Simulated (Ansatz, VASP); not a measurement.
# PtSe2 (1T-PtSe2 4 layers, AA): VASP beside Ansatz

Aim: how closely do two programs agree when they are given the same cell, functional and k mesh? The cell is taken from a series of runs on this material, whose earlier steps may have relaxed, scaled, displaced or heated it; both programs get it as it stands.

Program: Ansatz 0.2.0. Level of theory: plane waves, with VASP 6.6.1 beside it; single point at PBE with D3(BJ). Results are calculated unless marked as measured.

### Step 1. The structure

The cell holds 12 atoms: 8 Se and 4 Pt. Cell: a = 3.754 Å, b = 3.754 Å, c = 35.230 Å, α = 90.0°, β = 90.0°, γ = 120.0°. Vacuum lies along c.

### Step 2. Ansatz: single point, PBE with D3(BJ)

Ansatz runs on its PAW soft_1 files.

With cell and atoms fixed, the geometry can't cause a difference; cores, projectors, grids and the points listed under the comparison can.

input.yaml reads:

```yaml
crystal:
  lattice:
    - [3.7541444001, 0.0, 0.0]
    - [-1.8770722, 3.2511844199, 0.0]
    - [0.0, 0.0, 35.2298800136]
  atoms:
    - { symbol: Se, position: [0.6666666667, 0.3333333333, 0.2554649632] }
    - { symbol: Pt, position: [0.0, 0.0, 0.2926781877] }
    - { symbol: Se, position: [0.3333333333, 0.6666666667, 0.3289584838] }
    - { symbol: Se, position: [0.6666666667, 0.3333333333, 0.3944499225] }
    - { symbol: Pt, position: [0.0, 0.0, 0.4310392485] }
    - { symbol: Se, position: [0.3333333333, 0.6666666667, 0.4676327573] }
    - { symbol: Se, position: [0.6666666667, 0.3333333333, 0.5323672427] }
    - { symbol: Pt, position: [0.0, 0.0, 0.5689607515] }
    - { symbol: Se, position: [0.3333333333, 0.6666666667, 0.6055500775] }
    - { symbol: Se, position: [0.6666666667, 0.3333333333, 0.6710415162] }
    - { symbol: Pt, position: [0.0, 0.0, 0.7073218123] }
    - { symbol: Se, position: [0.3333333333, 0.6666666667, 0.7445350368] }
kpoints:
  mp_grid: { grid: [12, 12, 1] }
  band_path:
    path: [[0, 0, 0], [0.5, 0, 0], [0.33333333, 0.33333333, 0], [0, 0, 0]]
    npoints: 16
hamiltonian:
  xc: pbe
  dispersion: d3bj
  pseudopotentials: { kind: paw, azcp: { folder: soft_1 } }
scf:
  occupations: { method: fermi_dirac, width: 0.02585 }
  convergence: { dr2_threshold: 1.0e-10 }
efield:
  axis: 3
  dipole_correction: true
  ramp_position: 0.97
  ramp_width: 0.06
  amplitude: 0
output:
  dos: { projected: true, e_range: [-6, 5] }
  write_potential: true
  write_density: true
  volumetric_format: npy
  elf: true
```

Command:

```bash
> ansatz run input.yaml --threads 4 --pin off --max-ram 12288MiB --backend cpu --events-out ev --progress --plain --runs-dir out
```

Numbers of over 12 decimals in the logs are rounded to 6 here.

Output:

```text
Engine: ansatz 0.2.0, x86_64-unknown-linux-gnu
Pseudopotentials: kind: paw
Pseudopotential: Se, paw, valence charge 16, recommended cutoff 420 eV (normal), soft_1/Se.paw.azcp
Pseudopotential: Pt, paw, valence charge 18, recommended cutoff 420 eV (normal), soft_1/Pt.paw.azcp
Functional definition: PBE
  parameter kappa = 0.804
  parameter beta = 0.066725
  exchange = pbe_x(kappa = kappa, mu = beta*pi^2/3)
  correlation = pbe_c(beta = beta)
Crystal: 12 atoms, lattice volume = 429.995 Å³
Basis set: ecut = 420 eV, 8469 PW (Γ)
Bands: 120, of which v1, the nominal top of the filled ones, is band 100 counted from 1 (99 counted from 0)
Symmetry: 6 space group operations
k-points: 19 of 144 (time reversal used)
Non-local potential: Se, projectors of the file, l = 0: 2, l = 1: 2, l = 2: 3, l = 3: 1
Non-local potential: Pt, projectors of the file, l = 0: 3, l = 1: 2, l = 2: 2, l = 3: 1
PAW form: soft (Blöchl's): semilocal exchange-correlation on the pseudo side does not see the compensation charge
PAW one-centre angular grid: Se, 590 points (default); XC on 64 Gauss nodes
PAW one-centre angular grid: Pt, 590 points (default); XC on 64 Gauss nodes
Initial density: superposition of atomic densities (neutral atoms: chi_scale 0, normalization atom)
Initial wavefunctions: pseudopotential atomic-orbital guess
Functional: x = pbe(κ = 0.804, μ = 0.219515), c = pbe(β = 0.066725)
SCF iter   1: F=—  HF=-93864.131081 eV  |F-HF|=—  |Δ(HF+E_count)|=         —  Δρ=5.89e-2  dr2=1.66e1  ethr=3.10e-3  p=0.000 e·Å  D=2.91e-13 V/Å  ΔV_dip=-0.00 eV  dr2_dipole=3.26e-7  V_vac-E_F(+/−)=4.47/4.47 eV  ⟨swp⟩=6.5  Hψ=8477  notcnv=0  defer=49
efield: sawtooth ramp at fractional position 0.9700 (set: `efield.ramp_position`, or a place that a band, a saddle search or an elastic batch's reference lends), width 0.0600; the density the first Hamiltonian is built on has a dipole p = 0.000 e·Å; the dipole correction subtracts the counter field D = 2.91e-13 V/Å, which shifts the + side's vacuum level by -0.00 eV against the − side's; the planar-averaged density in the ramp window peaks in size at 1.9e-6 e/Å³
preconditioner: auto → Resta (q_TF=auto, 2.402 Å⁻¹)  ε∞=4.0  [insulator: Δε(μ)=0.476 eV  Ē_g=9.653 eV  σ=0.026 eV  W_gap=1.00  n_scr=116 (ndim 8)  ℏωp=16.8 eV  f_vac=0.434  D(μ)=0.00/eV (n_scr^D=0)  ε∞_Penn≈4.0  vacuum switching on, ρ_ref=6.8e-3 e/Å³]
SCF iter   2: F=—  HF=-93861.767585 eV  |F-HF|=—  |Δ(HF+E_count)|=    2.36e0  Δρ=2.25e-2  dr2=3.47e0  ethr=3.10e-3  p=-0.000 e·Å  D=-6.58e-5 V/Å  ΔV_dip=0.00 eV  dr2_dipole=2.10e-5  V_vac-E_F(+/−)=5.36/5.36 eV  ⟨swp⟩=3.2  Hψ=4760  notcnv=0  defer=228
preconditioner: auto → LDOS  [metal: Δε(μ)=0.006 eV  Ē_g=9.941 eV  σ=0.026 eV  W_gap=0.06  n_scr=116 (ndim 8)  ℏωp=16.8 eV  f_vac=0.435  D(μ)=6.56/eV (n_scr^D=18)  β→1.0]
SCF iter   3: F=—  HF=-93861.218877 eV  |F-HF|=—  |Δ(HF+E_count)|=   5.49e-1  Δρ=6.05e-3  dr2=6.79e-2  ethr=1.73e-3  p=-0.000 e·Å  D=-2.10e-5 V/Å  ΔV_dip=0.00 eV  dr2_dipole=2.50e-6  V_vac-E_F(+/−)=4.83/4.83 eV  ⟨swp⟩=2.0  Hψ=3043  notcnv=0  defer=228
SCF iter   4: F=—  HF=-93861.228976 eV  |F-HF|=—  |Δ(HF+E_count)|=   1.01e-2  Δρ=1.49e-3  dr2=3.23e-2  ethr=3.39e-5  p=-0.000 e·Å  D=-2.58e-5 V/Å  ΔV_dip=0.00 eV  dr2_dipole=1.05e-6  V_vac-E_F(+/−)=4.74/4.74 eV  ⟨swp⟩=2.7  Hψ=4066  notcnv=0  defer=228
SCF iter   5: F=—  HF=-93861.221352 eV  |F-HF|=—  |Δ(HF+E_count)|=   7.62e-3  Δρ=3.52e-4  dr2=1.10e-3  ethr=1.61e-5  p=-0.000 e·Å  D=-7.40e-6 V/Å  ΔV_dip=0.00 eV  dr2_dipole=3.16e-7  V_vac-E_F(+/−)=4.69/4.69 eV  ⟨swp⟩=2.0  Hψ=3230  notcnv=0  defer=228
SCF iter   6: F=—  HF=-93861.221572 eV  |F-HF|=—  |Δ(HF+E_count)|=   2.20e-4  Δρ=1.67e-4  dr2=8.93e-4  ethr=5.50e-7  p=-0.000 e·Å  D=-1.04e-5 V/Å  ΔV_dip=0.00 eV  dr2_dipole=2.10e-7  V_vac-E_F(+/−)=4.69/4.69 eV  ⟨swp⟩=2.8  Hψ=2991  notcnv=0  defer=228
SCF iter   7: F=—  HF=-93861.221565 eV  |F-HF|=—  |Δ(HF+E_count)|=   7.41e-6  Δρ=4.67e-5  dr2=5.86e-5  ethr=4.47e-7  p=-0.000 e·Å  D=-3.96e-6 V/Å  ΔV_dip=0.00 eV  dr2_dipole=4.59e-8  V_vac-E_F(+/−)=4.69/4.69 eV  ⟨swp⟩=2.0  Hψ=2324  notcnv=0  defer=228
SCF iter   8: F=—  HF=-93861.221572 eV  |F-HF|=—  |Δ(HF+E_count)|=   7.57e-6  Δρ=1.60e-5  dr2=5.14e-6  ethr=2.93e-8  p=-0.000 e·Å  D=-2.75e-6 V/Å  ΔV_dip=0.00 eV  dr2_dipole=1.69e-8  V_vac-E_F(+/−)=4.68/4.68 eV  ⟨swp⟩=2.0  Hψ=2861  notcnv=0  defer=228
SCF iter   9: F=—  HF=-93861.221750 eV  |F-HF|=—  |Δ(HF+E_count)|=   1.77e-4  Δρ=5.25e-6  dr2=5.36e-7  ethr=2.57e-9  p=-0.000 e·Å  D=-1.13e-6 V/Å  ΔV_dip=0.00 eV  dr2_dipole=4.21e-9  V_vac-E_F(+/−)=4.68/4.68 eV  ⟨swp⟩=2.0  Hψ=2814  notcnv=0  defer=228
SCF iter  10: F=—  HF=-93861.221750 eV  |F-HF|=—  |Δ(HF+E_count)|=   1.99e-7  Δρ=1.29e-6  dr2=1.44e-8  ethr=2.68e-10  p=-0.000 e·Å  D=-9.12e-7 V/Å  ΔV_dip=0.00 eV  dr2_dipole=1.52e-9  V_vac-E_F(+/−)=4.68/4.68 eV  ⟨swp⟩=2.0  Hψ=2692  notcnv=0  defer=228
[...]
SCF 1 converged in 14 iterations: F = -93861.221750 eV  dr2 = 3.19e-11
  greatest PAW one-centre occupation: 1.000 electrons in one spin orbital (limit 2), on the Pt atom at site 4 (counted from 0), in its partial waves of l = 0
NSCF: frozen V_eff on 49 k-points
efield: sawtooth ramp at fractional position 0.9700 (kept from the solve that this one continues, or follows in the run), width 0.0600; the density the first Hamiltonian is built on has a dipole p = -0.000 e·Å; the dipole correction subtracts the counter field D = -1.12e-7 V/Å, which shifts the + side's vacuum level by +0.00 eV against the − side's; the planar-averaged density in the ramp window peaks in size at 1.8e-6 e/Å³
WARN: The output density's exchange-correlation potential varies sharply where the density is thin. Do not read a vacuum level from v_tot or v_xc, or from such a field of the output density. On a cell that repeats whose density bears no net charge and no dipole along the vacuum's axis use v_es (v_loc + v_h of the components); under efield.dipole_correction with no amplitude use v_es + v_field, which holds any externa [...]
SCF converged after 14 iterations
Free energy (F): -93861.221750 eV
Harris-Foulkes:  -93861.221750 eV  (|F-HF|=1.46e-10)
Internal energy: -93861.214225 eV  (E = F + TS)
E sigma→0 (E₀):  -93861.217988 eV
Entropy (-TS):   -0.007525 eV (-0.627 meV/atom)
Fermi energy:    5.305535 eV
Dipole field:    D = 0.000005 V/Å  (p = 0.000011 e·Å, saw-weighted, corrected)
Work function:   Φ+ = 4.6817 eV   Φ− = 4.6819 eV
Levels:          The Fermi level and band energies are counted from a zero that moves with the ramp; work functions are not
--- Per-component energies (eV) ---
  E_band       = -5427.385660
  E_kinetic    = 3269.910085
  E_local      = -385652.844427  (includes V_loc(G=0)·N_el)
  E_nonlocal   = -2016.499838
  E_hartree    = 191781.672235
  E_xc         = -1611.217862
  E_vxc        = -1810.323182  (∫ρ·V_xc dr)
  E_paw        = -54978.413608  (= ΣΔE_a)
  E_vpaw       = -2780.973557  (= ΣTr[D̂ρ^β])
  E_aug_tail   = 0.001465  (compensation charges beyond the density's cutoff)
  E_efield     = 0.000000  (sawtooth field / dipole correction)
  E_vefield    = 0.000000  (∫n·V_field dr)
  E_ewald      = 155351.416475
  E_disp       = -5.238750  (pairwise vdW)
  E_smearing   = -0.007525  (= −TS)
  E_closure    = 0.000000  (closes the sum)
  Σ components = -93861.221750   (vs F -93861.221750, Δ=0.00e0)
--- Band table (eV; the first three rows and the last of 19) ---
  k-point 0: bands = [... 96 lower, 4.2199, 4.2199, 4.7692, 5.5671, 6.4810, 6.4810, 6.8542, 6.8542, ... 16 higher]
  k-point 1: bands = [... 96 lower, 4.2374, 4.6486, 5.0793, 5.3660, 6.3207, 6.3405, 6.5180, 6.7397, ... 16 higher]
  k-point 2: bands = [... 96 lower, 4.2068, 4.3632, 4.7987, 5.1733, 5.9525, 6.0911, 6.1015, 6.2652, ... 16 higher]
  k-point 18: bands = [... 96 lower, 3.2435, 3.2435, 3.4826, 3.4826, 5.3380, 5.3380, 5.8944, 5.8944, ... 16 higher]
```

### Step 3. VASP: single point, PBE with D3(BJ)

The same cell, functional, mesh and smearing now go to VASP, with its own data sets.

Lines of VASP's logs that name or quote its potential files are left out, and so is its time.

INCAR reads:

```
SYSTEM = PtSe2
PREC = Accurate
ENCUT = 400
EDIFF = 1E-06
NELM = 120
ISMEAR = -1
SIGMA = 0.02585
LREAL = .FALSE.
ALGO = Normal
GGA = PE
IVDW = 12
NBANDS = 56
LASPH = .TRUE.
LORBIT = 11
LWAVE = .FALSE.
LCHARG = .FALSE.
ISIF = 2
LDIPOL = .TRUE.
IDIPOL = 3
DIPOL = 0.5 0.5 0.5
LVHAR = .TRUE.
GGA_COMPAT = .FALSE.
NELMDL = -8
KPAR = 2
```

POSCAR reads:

```
PtSe2
1.0
    3.7541444001      0.0000000000      0.0000000000
   -1.8770722000      3.2511844199      0.0000000000
    0.0000000000      0.0000000000     35.2298800136
Se Pt
8 4
Direct
    0.6666666667      0.3333333333      0.2554649632
    0.3333333333      0.6666666667      0.3289584838
    0.6666666667      0.3333333333      0.3944499225
    0.3333333333      0.6666666667      0.4676327573
    0.6666666667      0.3333333333      0.5323672427
    0.3333333333      0.6666666667      0.6055500775
    0.6666666667      0.3333333333      0.6710415162
    0.3333333333      0.6666666667      0.7445350368
    0.0000000000      0.0000000000      0.2926781877
    0.0000000000      0.0000000000      0.4310392485
    0.0000000000      0.0000000000      0.5689607515
    0.0000000000      0.0000000000      0.7073218123
```

KPOINTS reads:

```
Automatic mesh
0
Gamma
12 12 1
0 0 0
```

PAW data sets: Se and Pt (PBE family, release 64).

Command:

```bash
> mpirun -np 2 vasp_std
```

Output:

```text
[banner, memory and clock lines left out]
running    2 mpi-ranks, on    1 nodes
 distrk:  each k-point on    1 cores,    2 groups
 distr:  one band on    1 cores,    1 groups

 POSCAR found type information on POSCAR SePt
 POSCAR found :  2 types and      12 ions
 LDA part: xc-table for (Slater+PW92), standard interpolation
 POSCAR, INCAR and KPOINTS ok, starting setup
 FFT: planning ... GRIDC
 FFT: planning ... GRID_SOFT
 FFT: planning ... GRID
 WAVECAR not read
 entering main loop
       N       E                     dE             d eps       ncg     rms          rms(c)
DAV:   1     0.552691513103E+03    0.55269E+03   -0.31709E+04  2128   0.107E+03
DAV:   2    -0.804896196380E+01   -0.56074E+03   -0.53770E+03  2816   0.230E+02
DAV:   3    -0.583879635258E+02   -0.50339E+02   -0.48906E+02  2472   0.711E+01
DAV:   4    -0.599231330509E+02   -0.15352E+01   -0.15222E+01  2624   0.129E+01
DAV:   5    -0.599651439717E+02   -0.42011E-01   -0.41974E-01  2632   0.209E+00
DAV:   6    -0.599668140582E+02   -0.16701E-02   -0.16698E-02  2840   0.411E-01
DAV:   7    -0.599668640658E+02   -0.50008E-04   -0.50001E-04  2776   0.658E-02
DAV:   8    -0.599668655799E+02   -0.15141E-05   -0.15141E-05  2384   0.107E-02    0.243E+01
DAV:   9    -0.576935741795E+02    0.22733E+01   -0.17247E+01  2368   0.240E+01    0.152E+01
DAV:  10    -0.571159393437E+02    0.57763E+00   -0.56204E+00  2336   0.147E+01    0.617E+00
DAV:  11    -0.569097610055E+02    0.20618E+00   -0.66425E-01  2432   0.523E+00    0.174E+00
DAV:  12    -0.568828033481E+02    0.26958E-01   -0.34729E-01  2472   0.350E+00    0.767E-01
DAV:  13    -0.568713833162E+02    0.11420E-01   -0.11167E-01  2536   0.197E+00    0.265E-01
DAV:  14    -0.568726903759E+02   -0.13071E-02   -0.15355E-02  2368   0.464E-01    0.299E-01
[...]
DAV:  23    -0.568726808118E+02    0.18046E-05   -0.79104E-05  2312   0.278E-02    0.128E-02
DAV:  24    -0.568726869285E+02   -0.61167E-05   -0.38019E-06  2168   0.631E-03    0.190E-02
DAV:  25    -0.568726926264E+02   -0.56979E-05   -0.10199E-06  1488   0.381E-03    0.116E-02
DAV:  26    -0.568726995665E+02   -0.69401E-05   -0.35313E-06  2184   0.602E-03    0.269E-03
DAV:  27    -0.568727039729E+02   -0.44064E-05   -0.71929E-07  1560   0.307E-03    0.279E-03
DAV:  28    -0.568727083794E+02   -0.44065E-05   -0.26573E-07  1512   0.129E-03    0.127E-03
DAV:  29    -0.568727108585E+02   -0.24791E-05   -0.18759E-07  1496   0.117E-03    0.701E-04
DAV:  30    -0.568727116607E+02   -0.80221E-06   -0.70332E-08  1392   0.740E-04
   1 F= -.62110695E+02 E0= -.62106932E+02  d E =-.752478E-02
```

(Part 1 of 2 ends here.)

[Lines on the potential files, build, host, timing and source positions are cut from VASP's logs without a mark.]

[Logs are printed without paths, hosts, clocks, repeated set-up lines and the standing remarks that a program may print on its own settings, such as how far it seeks lower states.]

[Hosts, paths, dates, database ids (printed as entryN), source tags and the programs' standing remarks are cut or masked in the printed files.]
